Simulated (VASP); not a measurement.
Data:

```yaml
crystal:
  lattice:
    - [3.39539, 0.00000, 0.00000]
    - [0.00000, 3.39539, 0.00000]
    - [0.00000, 0.00000, 3.39539]
  atoms:
    - { symbol: Si, position: [0.00000, 0.00000, 0.00000] }
    - { symbol: Ni, position: [0.00000, 0.50000, 0.50000] }
    - { symbol: Ni, position: [0.50000, 0.00000, 0.50000] }
    - { symbol: Ni, position: [0.50000, 0.50000, 0.00000] }
```

Method: r2SCAN meta-GGA, VASP's PBE PAW potentials (set 64) (plane waves; VASP). Run with 520 eV cut-off, 9×9×9 Γ-centred mesh, first-order Methfessel-Paxton smearing of 0.10 eV, potentials Si Ni.

**Question.** Give the stress tensor in GPa (positive for a compressed cell).

**Answer.** 
```
16.96   0.00   0.00
 0.00  16.96   0.00
 0.00   0.00  16.96
```
The pressure is its mean diagonal, 16.96 GPa.

The compound is Ni3Si in the L1_2 structure. This cell is one point of a volume scan, at 0.94 of the reference volume. The run is not spin-polarised, so no magnetic state was tried.
